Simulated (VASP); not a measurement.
# SiC: excitons from the Bethe-Salpeter equation, part 3 of 3

Aim: the optical spectrum of SiC with the electron-hole interaction. The cell has space group P6_3mc. The start is a cell from a database of measured crystal structures.

VASP 6.6.1, plane waves and PAW; the level of theory is named at each step.

So far. Step 3 (Empty bands): WAVECAR now holds 376 bands for 64 electrons. Its independent-particle dielectric tensor has xx, yy, zz = 6.9, 6.9, 6.7 on this mesh, which isn't tested for convergence in mesh or bands and lacks local fields. Step 4 (G0W0): GW takes the gap from 2.143 to 2.617 eV. The value holds for 376 bands, ENCUTGW = 100 eV and this mesh, and isn't shown to be converged in them.

## Step 5: BSE, Tamm-Dancoff

This step: BSE on G0W0 on r2SCAN; plane waves and PAW (Si_GW, C_GW) (VASP 6.6.1).

The Bethe-Salpeter equation adds the screened attraction of electron and hole to the quasiparticle pairs; ANTIRES = 0 leaves out the coupling to antiresonant pairs.

File INCAR:

```
SYSTEM = SiC
PREC = Accurate
ENCUT = 440
ISMEAR = 0
SIGMA = 0.01
LREAL = .FALSE.
METAGGA = R2SCAN
LASPH = .TRUE.
NBANDS = 376
ALGO = BSE
NBANDSO = 5
NBANDSV = 4
OMEGAMAX = 25
NEDOS = 1000
CSHIFT = 0.1
PRECFOCK = Fast
LWAVE = .FALSE.
LCHARG = .FALSE.
ENCUTGW = 100
ANTIRES = 0
```

File POSCAR:

```
SiC
1.0
    3.0790000000      0.0000000000      0.0000000000
   -1.5395000000      2.6664922183      0.0000000000
    0.0000000000      0.0000000000     20.1460000000
Si C
8 8
Direct
    0.3333333333      0.6666666667      0.2500000000
    0.6666666667      0.3333333333      0.7500000000
    0.3333333333      0.6666666667      0.6250000000
    0.6666666667      0.3333333333      0.1250000000
    0.0000000000      0.0000000000      0.0000000000
    0.0000000000      0.0000000000      0.5000000000
    0.3333333333      0.6666666667      0.8750000000
    0.6666666667      0.3333333333      0.3750000000
    0.3333333333      0.6666666667      0.9690000000
    0.6666666667      0.3333333333      0.4690000000
    0.0000000000      0.0000000000      0.0940000000
    0.0000000000      0.0000000000      0.5940000000
    0.3333333333      0.6666666667      0.3440000000
    0.6666666667      0.3333333333      0.8440000000
    0.3333333333      0.6666666667      0.7190000000
    0.6666666667      0.3333333333      0.2190000000
```

File KPOINTS:

```
Automatic mesh
0
Gamma
6 6 1
0 0 0
```

PAW data sets: Si_GW and C_GW (PBE family, release 64).

On the command line:

```
$ mpirun -np 8 vasp_std
```

What it wrote:

```text
[banner, memory and clock lines left out]
running    8 mpi-ranks, on    1 nodes
 distrk:  each k-point on    8 cores,    1 groups
 distr:  one band on    1 cores,    8 groups

 POSCAR found type information on POSCAR SiC
 POSCAR found :  2 types and      16 ions
|                                                                             |
|           W    W    AA    RRRRR   N    N  II  N    N   GGGG   !!!           |
|           W    W   A  A   R    R  NN   N  II  NN   N  G    G  !!!           |
|           W    W  A    A  R    R  N N  N  II  N N  N  G       !!!           |
|           W WW W  AAAAAA  RRRRR   N  N N  II  N  N N  G  GGG   !            |
|           WW  WW  A    A  R   R   N   NN  II  N   NN  G    G                |
|           W    W  A    A  R    R  N    N  II  N    N   GGGG   !!!           |
|                                                                             |
|     For optimal performance we recommend to set                             |
|       NCORE = 2 up to number-of-cores-per-socket                            |
|     NCORE specifies how many cores store one orbital (NPAR=cpu/NCORE).      |
|     This setting can greatly improve the performance of VASP for DFT.       |
|     The default, NCORE=1 might be grossly inefficient on modern             |
|     multi-core architectures or massively parallel machines. Do your        |
|     Unfortunately you need to use the default for GW and RPA                |
|     calculations (for HF NCORE is supported but not extensively tested      |
|     yet).                                                                   |
|                                                                             |

|                                                                             |
|               ----> ADVICE to this user running VASP <----                  |
|                                                                             |
|     You enforced a specific xc type in the INCAR file but a different       |
|     [... a line on the potential file left out ...]
|     I HOPE YOU KNOW WHAT YOU ARE DOING!                                     |
|                                                                             |

|                                                                             |
|           W    W    AA    RRRRR   N    N  II  N    N   GGGG   !!!           |
|           W    W   A  A   R    R  NN   N  II  NN   N  G    G  !!!           |
|           W    W  A    A  R    R  N N  N  II  N N  N  G       !!!           |
|           W WW W  AAAAAA  RRRRR   N  N N  II  N  N N  G  GGG   !            |
|           WW  WW  A    A  R   R   N   NN  II  N   NN  G    G                |
|           W    W  A    A  R    R  N    N  II  N    N   GGGG   !!!           |
|                                                                             |
|     The default for ENCUTGWSOFT is different in this version of VASP.       |
|     please manually set ENCUTGWSOFT =100 in the INCAR file.                 |
|                                                                             |

 LDA part: xc-table for (None), standard interpolation
 found WAVECAR, reading the header
 POSCAR, INCAR and KPOINTS ok, starting setup
 FFT: planning ... GRIDC
 FFT: planning ... GRID_SOFT
 FFT: planning ... GRID
 reading WAVECAR
 the WAVECAR file was read successfully
 initial charge from wavefunction
 available memory per node:     86.71 GB, setting MAXMEM to     88788

 The Fermi energy was updated, please check that it is located mid-gap
 values below the HOMO (VB) or above the LUMO (CB) will cause erroneous energies
 E-fermi :   8.7879

 the WAVEDER file was read successfully
 responsefunction array rank=     400

 min. memory requirement per mpi rank    187.0 MB, per node   1495.6 MB

 Doing            0  frequencies on each core in blocks of            0
 Found all WFULLXXXX.tmp files
 reading now WFULL0001.tmp
 reading now WFULL0002.tmp
 reading now WFULL0003.tmp
 reading now WFULL0004.tmp
 reading now WFULL0005.tmp
 reading now WFULL0006.tmp
 reading now WFULL0007.tmp
 parallelization over k-points
 Using distributed matrix
 Using distributed eigensolver
 allocating two-electron 4 orbital integral table    5    4    5    4
 BSE setting up matrix
 available memory per node:     86.55 GB, setting MAXMEM to     88627
 Calculate matrix elements of the BSE Hamiltonian:
 Workload is divided into blocks of two-electron 4 orbital integrals computed in
  parallel.
 Each block/integral has dimensions  of (   5,   4,   5,   4) orbitals
 Total number of blocks/integrals:                  666
 Number of spins:                                     1
 Number of kpoints:                                  36
 Spin channel:                                        1
  Number of blocks of unoccupied bands:               1
  Number of blocks of occupied bands:                 1
 Number of rows/columns of blocks:                   36

                                                        Time (sec)
               Integrals                 Ranks       Real         CPU
  [         1 -        288/       666]     8         1.02        0.00
  [       289 -        576/       666]     8         2.04        0.00
  [       577 -        648/       666]     6         2.38        0.00
  [       649 -        666/       666]     6         2.54        0.00

 BSE redistributing all elements
 BSE diagonalizing matrix PDSYEVX_ZHEEVX_DESC
 BSE calculating oscillator strength
```

The job ended after 5.8 s (8 MPI ranks of AMD EPYC 7R43, shared host; peak memory 2.6 GiB; 42 s of CPU time).

From OUTCAR (step 5):

```text
   NELECT =      64.0000    total number of electrons

 E-fermi :   8.7879

[... 9 parts as in an earlier step ...]

[... 1 further part left out ...]
```

This step gave:

* lowest excitation: 3.493 eV

The imaginary dielectric function has structure finer than the step of the table below, so its rows give means over 1 eV, whole bins alone (the curve runs from 0 to 25 eV). Peaks (eV: height): xx 5.8: 1.08, 6.6: 3.50; zz 4.3: 2.64, 6.1: 9.16, 6.3: 8.99, 7.3: 5.16.

From 5 filled and 4 empty bands alone, without any pair above OMEGAMAX = 25 eV, so strength is missing wherever others contribute; lines are broadened by CSHIFT, which also makes the tail under the first line. Imaginary dielectric function against photon energy; means over each step:

| photon energy (eV) | xx | zz |
| --- | --- | --- |
| 1 | 0.00203 | 0.00736 |
| 2 | 0.00524 | 0.0188 |
| 3 | 0.0166 | 0.0533 |
| 4 | 0.207 | 0.923 |
| 5 | 0.285 | 0.527 |
| 6 | 0.819 | 4.76 |
| 7 | 1.59 | 3.99 |
| 8 | 0.269 | 1.22 |
| 9 | 0.0228 | 0.0830 |
| 10 | 0.00941 | 0.0340 |
| 11 | 0.00521 | 0.0188 |
| 12 | 0.00330 | 0.0119 |
| 13 | 0.00227 | 0.00815 |
| 14 | 0.00164 | 0.00589 |
| 15 | 0.00123 | 0.00444 |
| 16 | 9.7e-4 | 0.00345 |
| 17 | 7.6e-4 | 0.00273 |
| 18 | 6.3e-4 | 0.00221 |
| 19 | 5.1e-4 | 0.00182 |
| 20 | 4.1e-4 | 0.00152 |
| 21 | 3.6e-4 | 0.00128 |
| 22 | 3.0e-4 | 0.00110 |
| 23 | 2.8e-4 | 9.4e-4 |
| 24 | 2.0e-4 | 8.2e-4 |

Some of the lowest 40 states alone, with states under 2.5 meV apart joined, scaled to the strongest line shown. Exciton lines, with heights relative to the strongest:

| position (eV) | lines merged | oscillator strength |
| --- | --- | --- |
| 3.494 | 3 | 0.0 |
| 3.691 | 3 | 1.4 |
| 3.815 | 2 | 13 |
| 3.828 | 1 | 0.0 |
| 3.969 | 3 | 0.6 |
| 4.003 | 3 | 12 |
| 4.012 | 2 | 0.0 |
| 4.031 | 1 | 31 |
| 4.156 | 3 | 0.0 |
| 4.183 | 3 | 0.0 |
| 4.200 | 3 | 0.0 |
| 4.224 | 3 | 0.0 |
| 4.237 | 2 | 0.0 |
| 4.249 | 4 | 100 |
| 4.261 | 3 | 0.0 |

The lowest excitation lies at 3.493 eV, -366 meV against the direct gap of these orbitals, a distance that this coarse mesh makes far too large. It is dark; the first state with over 2 % of the strongest strength among the lowest 40 lies at 3.815 eV. Peak heights aren't converged with the mesh, least of all at the onset.

## Step 6: Without the electron-hole attraction

This step: BSE on G0W0 on r2SCAN, without the electron-hole attraction; plane waves and PAW (Si_GW, C_GW) (VASP 6.6.1).

LADDER = .FALSE. removes the attraction and keeps the local fields, which shows what the attraction does.

INCAR, as its differences from that of step 5:

```diff
@@ -20 +20,2 @@
 ANTIRES = 0
+LADDER = .FALSE.
```

POSCAR is that of step 5.

KPOINTS is that of step 5.

On the command line:

```
$ mpirun -np 8 vasp_std
```

What it wrote:

```text
[banner, memory and clock lines left out]
 LDA part: xc-table for (None), standard interpolation
 found WAVECAR, reading the header
 POSCAR, INCAR and KPOINTS ok, starting setup
 FFT: planning ... GRIDC
 FFT: planning ... GRID_SOFT
 FFT: planning ... GRID
 reading WAVECAR
 the WAVECAR file was read successfully
 initial charge from wavefunction
 available memory per node:     86.68 GB, setting MAXMEM to     88760

 Doing            0  frequencies on each core in blocks of            0
 parallelization over k-points
 Using distributed matrix
 Using distributed eigensolver
 allocating two-electron 4 orbital integral table    5    4    5    4
 BSE setting up matrix
 available memory per node:     86.61 GB, setting MAXMEM to     88683
 Calculate matrix elements of the BSE Hamiltonian:
 Workload is divided into blocks of two-electron 4 orbital integrals computed in
  parallel.
 Each block/integral has dimensions  of (   5,   4,   5,   4) orbitals
 Total number of blocks/integrals:                  666
 Number of spins:                                     1
 Number of kpoints:                                  36
 Spin channel:                                        1
  Number of blocks of unoccupied bands:               1
  Number of blocks of occupied bands:                 1
 Number of rows/columns of blocks:                   36

                                                        Time (sec)
               Integrals                 Ranks       Real         CPU
  [         1 -        288/       666]     8         0.59        0.00
  [       289 -        576/       666]     8         1.16        0.00
  [       577 -        648/       666]     6         1.34        0.00
  [       649 -        666/       666]     6         1.43        0.00

[... 8 parts as in an earlier step ...]
```

Elapsed: 4.6 s, on 8 MPI ranks; peak memory 2 GiB.

OUTCAR, selected parts (step 6):

```text
   NELECT =      64.0000    total number of electrons

 E-fermi :   8.7879

[... 9 parts as in an earlier step ...]

[... 1 further part left out ...]
```

Numbers from this step:

| Quantity | Value |
| --- | --- |
| lowest excitation | 3.860 eV |

The imaginary dielectric function has structure finer than the step of the table below, so its rows give means over 1 eV, whole bins alone (the curve runs from 0 to 25 eV). Peaks (eV: height): xx 6.2: 0.866, 6.9: 2.72, 7.6: 1.84; zz 4.6: 1.84, 6.4: 8.93, 7.9: 6.85.

From 5 filled and 4 empty bands alone, without any pair above OMEGAMAX = 25 eV, so strength is missing wherever others contribute; lines are broadened by CSHIFT, which also makes the tail under the first line. The imaginary dielectric function by photon energy; means over each step:

| photon energy (eV) | xx | zz |
| --- | --- | --- |
| 1 | 0.00160 | 0.00575 |
| 2 | 0.00394 | 0.0140 |
| 3 | 0.00964 | 0.0333 |
| 4 | 0.117 | 0.441 |
| 5 | 0.202 | 0.678 |
| 6 | 0.493 | 2.20 |
| 7 | 1.51 | 4.55 |
| 8 | 0.821 | 3.46 |
| 9 | 0.0466 | 0.173 |
| 10 | 0.0136 | 0.0498 |
| 11 | 0.00680 | 0.0248 |
| 12 | 0.00410 | 0.0149 |
| 13 | 0.00273 | 0.00985 |
| 14 | 0.00194 | 0.00696 |
| 15 | 0.00143 | 0.00516 |
| 16 | 0.00110 | 0.00396 |
| 17 | 8.6e-4 | 0.00312 |
| 18 | 6.9e-4 | 0.00251 |
| 19 | 5.6e-4 | 0.00205 |
| 20 | 4.8e-4 | 0.00170 |
| 21 | 4.0e-4 | 0.00142 |
| 22 | 3.3e-4 | 0.00122 |
| 23 | 3.0e-4 | 0.00104 |
| 24 | 2.5e-4 | 9.0e-4 |

The lowest excitation lies at 3.860 eV, +367 meV against the Tamm-Dancoff singlet. It is dark; the first state with over 2 % of the strongest strength among the lowest 40 lies at 4.180 eV. Peak heights aren't converged with the mesh, least of all at the onset.

## Step 7: Independent quasiparticles

This step: BSE on G0W0 on r2SCAN, independent quasiparticles; plane waves and PAW (Si_GW, C_GW) (VASP 6.6.1).

With LADDER and LHARTREE off the pairs don't interact at all, so the lowest line must equal the direct gap.

INCAR, as its differences from that of step 6:

```diff
@@ -21 +21,2 @@
 LADDER = .FALSE.
+LHARTREE = .FALSE.
```

POSCAR is that of step 6.

KPOINTS is that of step 6.

On the command line:

```
$ mpirun -np 8 vasp_std
```

What it wrote:

```text
[banner, memory and clock lines left out]
 LDA part: xc-table for (None), standard interpolation
 found WAVECAR, reading the header
 POSCAR, INCAR and KPOINTS ok, starting setup
 FFT: planning ... GRIDC
 FFT: planning ... GRID_SOFT
 FFT: planning ... GRID
 reading WAVECAR
 the WAVECAR file was read successfully
 initial charge from wavefunction
 available memory per node:     86.73 GB, setting MAXMEM to     88813

 Doing            0  frequencies on each core in blocks of            0
 parallelization over k-points
 Using distributed matrix
 Using distributed eigensolver
 allocating two-electron 4 orbital integral table    5    4    5    4
 BSE setting up matrix
 available memory per node:     86.67 GB, setting MAXMEM to     88749
 Calculate matrix elements of the BSE Hamiltonian:
 Workload is divided into blocks of two-electron 4 orbital integrals computed in
  parallel.
 Each block/integral has dimensions  of (   5,   4,   5,   4) orbitals
 Total number of blocks/integrals:                  666
 Number of spins:                                     1
 Number of kpoints:                                  36
 Spin channel:                                        1
  Number of blocks of unoccupied bands:               1
  Number of blocks of occupied bands:                 1
 Number of rows/columns of blocks:                   36

                                                        Time (sec)
               Integrals                 Ranks       Real         CPU
  [         1 -        288/       666]     8         0.08        0.00
  [       289 -        576/       666]     8         0.16        0.00
  [       577 -        648/       666]     6         0.19        0.00
  [       649 -        666/       666]     6         0.20        0.00

[... 8 parts as in an earlier step ...]
```

It took 3.2 s on 8 MPI ranks; peak memory 2 GiB; 22 s of CPU time.

OUTCAR, selected parts (step 7):

```text
   NELECT =      64.0000    total number of electrons

 E-fermi :   8.7879

[... 9 parts as in an earlier step ...]

[... 1 further part left out ...]
```

The imaginary dielectric function has structure finer than the step of the table below, so its rows give means over 1 eV, whole bins alone (the curve runs from 0 to 25 eV). Peaks (eV: height): xx 6.1: 0.909, 6.9: 2.86, 7.6: 1.78; zz 4.6: 2.03, 6.4: 9.81, 7.9: 5.51.

From 5 filled and 4 empty bands alone, without any pair above OMEGAMAX = 25 eV, so strength is missing wherever others contribute; lines are broadened by CSHIFT, which also makes the tail under the first line. The imaginary dielectric function by photon energy; means over each step:

| photon energy (eV) | xx | zz |
| --- | --- | --- |
| 1 | 0.00162 | 0.00596 |
| 2 | 0.00396 | 0.0146 |
| 3 | 0.00973 | 0.0352 |
| 4 | 0.117 | 0.489 |
| 5 | 0.206 | 0.707 |
| 6 | 0.497 | 2.50 |
| 7 | 1.55 | 4.61 |
| 8 | 0.776 | 3.05 |
| 9 | 0.0445 | 0.156 |
| 10 | 0.0133 | 0.0468 |
| 11 | 0.00671 | 0.0237 |
| 12 | 0.00406 | 0.0143 |
| 13 | 0.00269 | 0.00955 |
| 14 | 0.00191 | 0.00680 |
| 15 | 0.00142 | 0.00504 |
| 16 | 0.00109 | 0.00387 |
| 17 | 8.6e-4 | 0.00305 |
| 18 | 6.9e-4 | 0.00246 |
| 19 | 5.6e-4 | 0.00201 |
| 20 | 4.8e-4 | 0.00167 |
| 21 | 4.0e-4 | 0.00141 |
| 22 | 3.3e-4 | 0.00120 |
| 23 | 3.0e-4 | 0.00103 |
| 24 | 2.4e-4 | 8.8e-4 |

The lowest excitation lies at 3.860 eV, +366 meV against the Tamm-Dancoff singlet. It is dark; the first state with over 2 % of the strongest strength among the lowest 40 lies at 4.066 eV. Peak heights aren't converged with the mesh, least of all at the onset.

## Step 8: Summary

This step: BSE on G0W0 on r2SCAN; plane waves and PAW (VASP 6.6.1).

No new run; the numbers come from the runs before.

Cost is wall time times ranks on a shared host, for this step alone, without the steps before it. Excitations by level:

| level | first excitation (eV) | cost (core minutes) |
| --- | --- | --- |
| BSE, Tamm-Dancoff | 3.493 | 0.77 |
| without the electron-hole attraction | 3.86 | 0.61 |
| independent quasiparticles | 3.86 | 0.43 |

## Step 9: Results

- BSE, Tamm-Dancoff: lowest vertical excitation 3.493 eV; direct gap 3.860 eV
- without the electron-hole attraction: lowest vertical excitation 3.860 eV; direct gap 3.860 eV
- independent quasiparticles: lowest vertical excitation 3.860 eV; direct gap 3.860 eV

**Reading.** The Bethe-Salpeter equation puts the lowest vertical singlet excitation at 3.493 eV, 0.37 eV below the direct gap of 3.860 eV; the states within 10 meV of it carry 0 % of the strength of the strongest such group among the lowest 40 states. The attraction moves the centre of weight of eps2 xx over the computed range by -0.48 eV against the run without the attraction, a shift that holds the same mesh error. The binding energy was not obtained: in a well-screened crystal the exciton spreads over many cells, and on this mesh its distance from the gap is set by the mesh and is far too large. On such a mesh the heights of single peaks aren't converged either. Bands, response cutoff and mesh of the GW step weren't tested in this session. Only vertical pairs enter; the least gap on the mesh is indirect, 2.617 eV, and its phonon-assisted absorption is absent. Only the bands set by NBANDSO and NBANDSV form pairs, and any pair above OMEGAMAX = 25 eV is dropped, so the spectrum is that of this window; the window can cut degenerate bands, and the ratio of directions in the curves is that of the window, not of the crystal. The atoms weren't relaxed and carry forces of up to 0.17 eV/Å at r2SCAN in the first static run, so the numbers belong to the given coordinates, and a relaxation would change them. Not tabulated here, as repeats of values shown or as unfit to read for their mesh, reference level or band range: eps2 curves (empty bands); eps1 curves and static values (BSE, empty bands, independent quasiparticles, without the electron-hole attraction); exciton binding energies (BSE); line lists of runs without attraction (independent quasiparticles, without the electron-hole attraction).

[Lines on the potential files, build, host, timing and source positions are cut from VASP's logs without a mark.]

[Logs are printed without paths, hosts, clocks, repeated set-up lines and the standing remarks that a program may print on its own settings, such as how far it seeks lower states.]

[Hosts, paths, dates, database ids (printed as entryN), source tags and the programs' standing remarks are cut or masked in the printed files.]

[Pressures printed for these runs are not shown converged in the cutoff: they can be off by several GPa and have the wrong sign.]
